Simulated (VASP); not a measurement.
Output of a VASP run:

### OUTCAR
```
 ion  position               nearest neighbor table
   1  0.000  0.000  0.000-
  LATTYP: Found a face centered cubic cell.
 ALAT       =     5.5801382992
 Subroutine PRICEL returns:
 Original cell was already a primitive cell.
 Subroutine GETGRP returns: Found 48 space group operations
The static configuration has the point symmetry O_h .
The dynamic configuration has the point symmetry O_h .
 Subroutine INISYM returns: Found 48 space group operations
 Subroutine IBZKPT returns following result:
 Found     84 irreducible k-points:

 Following reciprocal coordinates:
            Coordinates               Weight
  0.000000  0.000000  0.000000      1.000000
  0.076923  0.000000  0.000000      8.000000
  0.153846  0.000000  0.000000      8.000000
  0.230769  0.000000  0.000000      8.000000
  0.307692  0.000000  0.000000      8.000000
  0.384615  0.000000  0.000000      8.000000
  0.461538  0.000000  0.000000      8.000000
  0.076923  0.076923  0.000000      6.000000
  0.153846  0.076923  0.000000     24.000000
  0.230769  0.076923  0.000000     24.000000
  0.307692  0.076923  0.000000     24.000000
  0.384615  0.076923  0.000000     24.000000
  0.461538  0.076923  0.000000     24.000000
 -0.461538  0.076923  0.000000     24.000000
 -0.384615  0.076923  0.000000     24.000000
 -0.307692  0.076923  0.000000     24.000000
 -0.230769  0.076923  0.000000     24.000000
 -0.153846  0.076923  0.000000     24.000000
 -0.076923  0.076923  0.000000     12.000000
  0.153846  0.153846  0.000000      6.000000
  0.230769  0.153846  0.000000     24.000000
  0.307692  0.153846  0.000000     24.000000
  0.384615  0.153846  0.000000     24.000000
  0.461538  0.153846  0.000000     24.000000
 -0.461538  0.153846  0.000000     24.000000
 -0.384615  0.153846  0.000000     24.000000
 -0.307692  0.153846  0.000000     24.000000
 -0.230769  0.153846  0.000000     24.000000
 -0.153846  0.153846  0.000000     12.000000
  0.230769  0.230769  0.000000      6.000000
  0.307692  0.230769  0.000000     24.000000
  0.384615  0.230769  0.000000     24.000000
  0.461538  0.230769  0.000000     24.000000
 -0.461538  0.230769  0.000000     24.000000
 -0.384615  0.230769  0.000000     24.000000
 -0.307692  0.230769  0.000000     24.000000
 -0.230769  0.230769  0.000000     12.000000
  0.307692  0.307692  0.000000      6.000000
  0.384615  0.307692  0.000000     24.000000
  0.461538  0.307692  0.000000     24.000000
   k-points           NKPTS =     84   k-points in BZ     NKDIM =     84   number of bands    NBANDS=      8
   number of dos      NEDOS =    601   number of ions     NIONS =      1
   total plane-waves  NPLWV =  27000
   dimension x,y,z NGX =    30 NGY =   30 NGZ =   30
   dimension x,y,z NGXF=    60 NGYF=   60 NGZF=   60
   ions per type =               1
   PREC   = accura    normal or accurate (medium, high low for compatibility)
   ISTART =      0    job   : 0-new  1-cont  2-samecut
   ICHARG =      2    charge: 1-file 2-atom 10-const
   ISPIN  =      1    spin polarized calculation?
   LNONCOLLINEAR =      F non collinear calculations
   LSORBIT =      F    spin-orbit coupling
   INIWAV =      1    electr: 0-lowe 1-rand  2-diag
   ENCUT  =  520.0 eV  38.22 Ry    6.18 a.u.   7.34  7.34  7.34*2*pi/ulx,y,z
   NELM   =    100;   NELMIN=  2; NELMDL= -5     # of ELM steps
   EDIFF  = 0.1E-06   stopping-criterion for ELM
   LREAL  =      F    real-space projection
   NLSPLINE    = F    spline interpolate recip. space projectors
   LMAXMIX     =    6 max onsite mixed and CHGCAR
   VOSKOWN=      0    Vosko Wilk Nusair interpolation
   EDIFFG = 0.1E-05   stopping-criterion for IOM
   NSW    =      0    number of steps for IOM
   NBLOCK =      1;   KBLOCK =      1    inner block; outer block
   IBRION =     -1    ionic relax: 0-MD 1-quasi-New 2-CG
   NFREE  =      0    steps in history (QN), initial steepest desc. (CG)
...
```

### OSZICAR
```
       N       E                     dE             d eps       ncg     rms          rms(c)
DAV:   1     0.282130945442E+01    0.28213E+01   -0.43338E+03  1376   0.846E+02
DAV:   2    -0.117985315173E+01   -0.40012E+01   -0.39981E+01  1656   0.484E+01
DAV:   3    -0.120467393780E+01   -0.24821E-01   -0.27073E-01  1968   0.446E+00
DAV:   4    -0.120472624258E+01   -0.52305E-04   -0.48770E-04  1816   0.170E-01
DAV:   5    -0.120472630671E+01   -0.64126E-07   -0.57835E-07  1896   0.515E-03    0.720E+00
DAV:   6    -0.121627565304E+01   -0.11549E-01   -0.22918E-03  1488   0.435E-01    0.432E+00
DAV:   7    -0.122359184136E+01   -0.73162E-02   -0.49945E-03  1648   0.705E-01    0.673E-02
DAV:   8    -0.122382328088E+01   -0.23144E-03   -0.10518E-04  1488   0.109E-01    0.152E-02
DAV:   9    -0.122386974010E+01   -0.46459E-04   -0.10340E-05  1840   0.357E-02    0.356E-03
DAV:  10    -0.122385495045E+01    0.14790E-04   -0.24716E-06  1512   0.127E-02    0.253E-03
DAV:  11    -0.122385615940E+01   -0.12090E-05   -0.42975E-08  1352   0.209E-03    0.422E-04
DAV:  12    -0.122385623336E+01   -0.73958E-07   -0.74338E-09   752   0.773E-04
   1 F= -.12238562E+01 E0= -.12238562E+01  d E =0.000000E+00
```

File OUTCAR:
```
------------------------ aborting loop because EDIFF is reached ----------------------------------------
  FORCE on cell =-STRESS in cart. coord.  units (eV):
  Direction    XX          YY          ZZ          XY          YZ          ZX
  --------------------------------------------------------------------------------------
  Total       -0.0414104     -0.0414104     -0.0414104     -0.0000000     -0.0000000     -0.0000000
  in kB       -1.5273715     -1.5273715     -1.5273715     -0.0000000     -0.0000000     -0.0000000
  external PRESSURE =      -1.5273715 kB  Pullay stress =       0.0000000 kB
  volume of cell :       43.44
      direct lattice vectors                 reciprocal lattice vectors
     0.000000000  2.790069150  2.790069150    -0.179207028  0.179207028  0.179207028
     2.790069150  0.000000000  2.790069150     0.179207028 -0.179207028  0.179207028
     2.790069150  2.790069150  0.000000000     0.179207028  0.179207028 -0.179207028
 POSITION                                       TOTAL-FORCE (eV/Angst)
 -----------------------------------------------------------------------------------
      0.00000      0.00000      0.00000        -0.000000     -0.000000     -0.000000
 -----------------------------------------------------------------------------------
    total drift:                               -0.000000     -0.000000     -0.000000
  FREE ENERGIE OF THE ION-ELECTRON SYSTEM (eV)
  ---------------------------------------------------
  free  energy   TOTEN  =        -1.2238562334 eV

  energy  without entropy=       -1.2238562334  energy(sigma->0) =       -1.22385623

 total charge

# of ion       s       p       d       tot
------------------------------------------
    1        0.448   6.224   0.247   6.919
```
(Selected blocks of OUTCAR.)

**POSCAR**
```
Yb
1
    0.0000000000     2.7900691496     2.7900691496
    2.7900691496     0.0000000000     2.7900691496
    2.7900691496     2.7900691496     0.0000000000
Yb
1
Direct
  0.0000000000   0.0000000000   0.0000000000
```

Q: Reconstruct the remaining input files.

A: Several could match; the one computed here: the input of the run itself, RPBE GGA, plane waves, VASP's PBE PAW potentials (set 64).

**INCAR**
```
SYSTEM = Yb
PREC = Accurate; ENCUT = 520; LREAL = .FALSE.
LASPH = .TRUE.
EDIFF = 1E-7; NELM = 100; ALGO = Normal
LMAXMIX = 6
ISMEAR = -5
GGA = RP
ISIF = 2
LWAVE = .FALSE.; LCHARG = .TRUE.; LORBIT = 11
NEDOS = 601
```

**KPOINTS**
```
Automatic mesh
0
Gamma
13 13 13
0 0 0
```

POTCAR, in this order: Yb_2 (PBE.64 set). Program: vasp_std.

The 4f electrons are frozen in the core of the lanthanide potential, so 4f levels, which can set the real gap, and their magnetism are missing. For a metal the tetrahedron method with Blöchl corrections gives inexact stress and forces.

The compound is Yb in the fcc structure. It was relaxed first, which changed the volume by +6 %.
